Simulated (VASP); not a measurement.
Data:

```
CELL_PARAMETERS angstrom
     -0.00240     5.94416     5.94977
      5.94416    -0.00240     5.94977
      2.97088     2.97088     0.00000
ATOMIC_POSITIONS crystal
  Ga 0.99915 0.99915 0.00169
  Ga 0.97709 0.50900 0.01391
  Ga 0.50900 0.97709 0.01391
  Ga 0.51370 0.51370 0.97259
  Sb 0.12609 0.12609 0.24783
  Sb 0.12555 0.62398 0.25047
  Sb 0.62398 0.12555 0.25047
  P  0.62543 0.62543 0.24913
```

All values below come from PBEsol GGA, VASP's PBE PAW potentials (set 64) (plane waves; VASP). Settings: 400 eV cut-off, Gaussian smearing of 0.050 eV, potentials Ga_d Sb P.

### Question
Give the energies of bands 29 to 42 at the high-symmetry points, in eV from the Fermi level.

### Answer

```csv
band,Γ,Y,C0,Z,A0,T,S,R
29,-2.89,-3.51,-3.87,-3.75,-3.13,-3.06,-3.29,-3.72
30,-1.63,-3.32,-2.74,-3.66,-3.07,-2.93,-3.27,-3.33
31,-1.55,-2.61,-2.64,-3.66,-2.91,-2.82,-2.74,-3.26
32,-1.33,-2.15,-2.10,-3.39,-2.67,-2.63,-1.89,-3.14
33,-0.92,-1.53,-1.77,-3.38,-2.32,-1.57,-1.27,-2.64
34,-0.48,-1.52,-1.58,-3.20,-1.95,-1.25,-0.92,-2.21
35,-0.07,-1.26,-1.43,-1.73,-1.46,-1.21,-0.47,-1.94
36,0.00,-1.03,-0.64,-1.05,-1.41,-0.94,-0.46,-1.85
37,0.07,0.81,0.94,1.66,0.88,0.20,0.24,1.24
38,0.66,1.31,1.77,2.36,1.03,0.47,1.35,1.29
39,0.68,1.74,2.00,3.43,1.25,0.88,1.43,1.76
40,0.95,2.39,2.26,3.60,1.28,0.89,1.82,1.85
41,1.17,2.63,2.66,3.65,1.66,0.96,3.49,3.48
42,2.81,2.98,3.24,4.15,1.74,1.24,3.56,3.66
```

It has no gap at this level: it comes out as a metal or semimetal.

The structure was generated: Ga4PSb3 was put into an ordered model structure (Amm2), which need not be its known phase. It was relaxed first.
